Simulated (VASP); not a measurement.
Output of a VASP run:

File OSZICAR:
```
       N       E                     dE             d eps       ncg     rms          rms(c)
DAV:   1    -0.552177026251E+03   -0.55218E+03   -0.10193E+01   640   0.787E+00    0.145E+01
DAV:   2    -0.552320387613E+03   -0.14336E+00   -0.59553E-01   736   0.152E+00    0.107E+01
DAV:   3    -0.552327460057E+03   -0.70724E-02   -0.10814E-01   832   0.579E-01    0.630E+00
DAV:   4    -0.552327901784E+03   -0.44173E-03   -0.33131E-02   768   0.349E-01    0.362E+00
DAV:   5    -0.552326973136E+03    0.92865E-03   -0.63818E-03   784   0.165E-01    0.208E+00
DAV:   6    -0.552326382808E+03    0.59033E-03   -0.15023E-03   728   0.966E-02    0.119E+00
DAV:   7    -0.552326141508E+03    0.24130E-03   -0.41419E-04   744   0.497E-02    0.687E-01
DAV:   8    -0.552326042578E+03    0.98931E-04   -0.94627E-05   744   0.270E-02    0.395E-01
DAV:   9    -0.552326013210E+03    0.29368E-04   -0.51330E-05   672   0.183E-02    0.225E-01
DAV:  10    -0.552326005827E+03    0.73825E-05   -0.10312E-05   472   0.916E-03
   1 F= -.55232601E+03 E0= -.55232601E+03  d E =-.168777E-15  mag=     1.0000
```

File OUTCAR:
```
------------------------ aborting loop because EDIFF is reached ----------------------------------------
  volume of cell :      671.84
      direct lattice vectors                 reciprocal lattice vectors
     8.758331436  0.000000000  0.000000000     0.114176999  0.000000000  0.000000000
     0.000000000  8.758331436  0.000000000     0.000000000  0.114176999  0.000000000
     0.000000000  0.000000000  8.758331436     0.000000000  0.000000000  0.114176999
  FREE ENERGIE OF THE ION-ELECTRON SYSTEM (eV)
  ---------------------------------------------------
  free  energy   TOTEN  =      -552.3260058272 eV

  energy  without entropy=     -552.3260058272  energy(sigma->0) =     -552.32600583

  exchange ACFDT corr.  =         0.00000000  see jH, gK, PRB 81, 115126

 total charge

# of ion       s       p       d       tot
------------------------------------------
    1        0.709   0.986   0.000   1.695
    2        0.710   0.984   0.000   1.693
    3        0.710   0.984   0.000   1.693
    4        0.707   0.973   0.000   1.680
    5        0.709   0.986   0.000   1.695
    6        0.710   0.988   0.000   1.697
    7        0.707   0.964   0.000   1.671
    8        0.709   0.986   0.000   1.695
    9        0.711   0.921   0.000   1.631
   10        0.710   0.988   0.000   1.697
   11        0.711   0.921   0.000   1.631
   12        0.707   0.964   0.000   1.671
   13        0.707   0.964   0.000   1.670
   14        0.708   0.973   0.000   1.680
   15        0.707   0.973   0.000   1.680
   16        0.710   0.983   0.000   1.693
   17        0.707   0.973   0.000   1.680
   18        0.707   0.964   0.000   1.670
   19        0.710   0.983   0.000   1.692
   20        0.711   0.921   0.000   1.632
   21        0.708   0.977   0.000   1.685
   22        0.707   0.973   0.000   1.680
   23        0.707   0.973   0.000   1.681
   24        0.708   0.977   0.000   1.685
   25        0.711   0.976   0.000   1.687
   26        0.708   0.976   0.000   1.684
   27        0.706   0.963   0.000   1.670
   28        0.711   0.976   0.000   1.687
   29        0.706   0.963   0.000   1.670
   30        0.712   0.980   0.000   1.692
   31        0.706   0.971   0.000   1.677
   32        0.873   1.586   0.000   2.460
   33        0.833   1.707   0.000   2.539
   34        0.833   1.707   0.000   2.539
   35        0.832   1.715   0.000   2.547
   36        0.870   1.610   0.000   2.480
   37        0.832   1.706   0.000   2.539
   38        0.835   1.695   0.000   2.530
   39        0.870   1.610   0.000   2.479
   40        0.835   1.721   0.000   2.557
   41        0.832   1.706   0.000   2.539
   42        0.835   1.721   0.000   2.556
   43        0.835   1.695   0.000   2.530
   44        0.835   1.697   0.000   2.532
   45        0.832   1.716   0.000   2.548
   46        0.833   1.720   0.000   2.553
   47        0.832   1.707   0.000   2.539
   48        0.833   1.720   0.000   2.553
   49        0.835   1.696   0.000   2.532
   50        0.832   1.707   0.000   2.539
   51        0.835   1.722   0.000   2.557
   52        0.832   1.714   0.000   2.546
...
```
(Selected blocks of OUTCAR.)

POSCAR:
```
C31OSi31
1
    8.7583314357     0.0000000000     0.0000000000
    0.0000000000     8.7583314357     0.0000000000
    0.0000000000     0.0000000000     8.7583314357
Si C O
31 31 1
Direct
  0.4969374594   0.9986727585   0.9984091576
  0.7482776572   0.2522100621   0.9999064991
  0.7483228660   0.0001823788   0.2519619316
  0.9997138375   0.9996721210   0.9994325392
  0.2494841314   0.2478798233   0.9986981069
  0.5006381900   0.4991482184   0.9991247697
  0.7503106647   0.7495203970   0.9999490685
  0.2495496337   0.9988408988   0.2476902055
  0.7539607558   0.5039584890   0.2496561816
  0.5007562479   0.9993827103   0.4988933299
  0.7539900229   0.2498675032   0.5037727288
  0.7502990378   0.0001433782   0.7493575766
  0.9999198263   0.5000256873   0.9998655157
  0.2497341809   0.7491603337   0.9989414560
  0.0011148062   0.2499397400   0.2496910237
  0.2511444238   0.4980777624   0.2508036822
  0.5002298198   0.7504694568   0.2496878903
  0.9999722286   0.0001181696   0.4998128863
  0.2512020381   0.2511278509   0.4976445532
  0.5002532278   0.5040852996   0.5038511653
  0.7507234229   0.7508607535   0.5001335849
  0.2497082308   0.9992414429   0.7488681419
  0.5001883821   0.2499560572   0.7502124732
  0.7506382568   0.5004141293   0.7506160034
  0.9998901525   0.7493671995   0.2499013983
  0.0013781702   0.5001437919   0.4998919926
  0.2503874517   0.7496284448   0.5001026125
  0.9998667648   0.2501205413   0.7491513731
  0.2503524653   0.5002652867   0.7493935384
  0.4997471688   0.7495334475   0.7492770118
  0.0002401877   0.7500236920   0.7498103075
  0.6369271351   0.1106598936   0.1104127452
  0.8721644623   0.3746105092   0.1281063142
  0.8721975782   0.1283407459   0.3744065887
  0.1244808715   0.1242845750   0.1241242221
  0.3615398431   0.3872832009   0.1096118628
  0.6247805659   0.6219649993   0.1277499657
  0.8748420506   0.8745082106   0.1244168966
  0.3617637914   0.1099044003   0.3869120472
  0.8749667749   0.6244833546   0.3759511757
  0.6248546491   0.1279713413   0.6218149464
  0.8749478100   0.3762011482   0.6243037082
  0.8748364874   0.1246663649   0.8742443921
  0.1245259720   0.6246521555   0.1242958541
  0.3743958501   0.8736996315   0.1239361004
  0.1254625615   0.3752455782   0.3749115211
  0.3785184156   0.6221136768   0.3745102190
  0.6255670452   0.8746146524   0.3753982941
  0.1245792169   0.1246559621   0.6243021811
  0.3785502497   0.3747441236   0.6218302432
  0.6267252479   0.6248189766   0.6245485446
  0.8751021985   0.8754511868   0.6245291714
  0.3743891103   0.1241821624   0.8734448405
  0.6254692666   0.3756655699   0.8743603514
  0.8750930079   0.6247390048   0.8751750937
  0.1236092880   0.8733320958   0.3745915630
  0.1255142973   0.6246964805   0.6245156406
  0.3752593860   0.8737969781   0.6249497768
  0.1235733684   0.3747719274   0.8731516961
  0.3751898877   0.6252212044   0.8734616067
  0.6253300840   0.8734824307   0.8733161384
  0.1247977252   0.8747386200   0.8744341551
  0.6439950923   0.3940270133   0.3938434387
```

### Question
Reconstruct the remaining input files.

### Answer
Several could match; the one computed here: the input of the run itself, HSE06 screened hybrid, plane waves, VASP's PBE PAW potentials (set 64).

### INCAR
```
EDIFF  =  1E-5   # SCF stop (eV)
NUPDOWN  =  1
LCHARG  =  F
LHFCALC  =  T
NELECT  =  253.0
ISIF  =  0
ALGO  =  Normal   # blocked Davidson
LWAVE  =  F
NELMIN  =  4
MAGMOM  =  63*0.0159
NELM  =  50
LORBIT  =  10
GGA  =  PE   # PBE
ISMEAR  =  0   # Gaussian
ISYM  =  0
ENCUT  =  400   # plane-wave cut-off (eV)
HFSCREEN  =  0.2
PREC  =  Normal
SIGMA  =  0.05   # width (eV)
ISPIN  =  2
AEXX  =  0.25
LREAL  =  Auto
SYSTEM  =  C31OSi31
LASPH  =  T   # aspherical one-centre terms
PRECFOCK  =  Fast
```

File KPOINTS:
```
kpoints
0
Gamma
1 1 1
```

POTCAR, in this order: Si C O (PBE.64 set). Program: vasp_gam. Read from the step before: WAVECAR.

The cell is charged, with a uniform compensating background. The supercell is sampled at Γ alone, which is coarse: total energies, pressure and levels can be off, energies of defects by several tenths of an eV.

The cell is a supercell with a defect, built from SiC (zinc blende): O_C-vac_Si, charge +1. The cell's shape comes from a PBE relaxation.
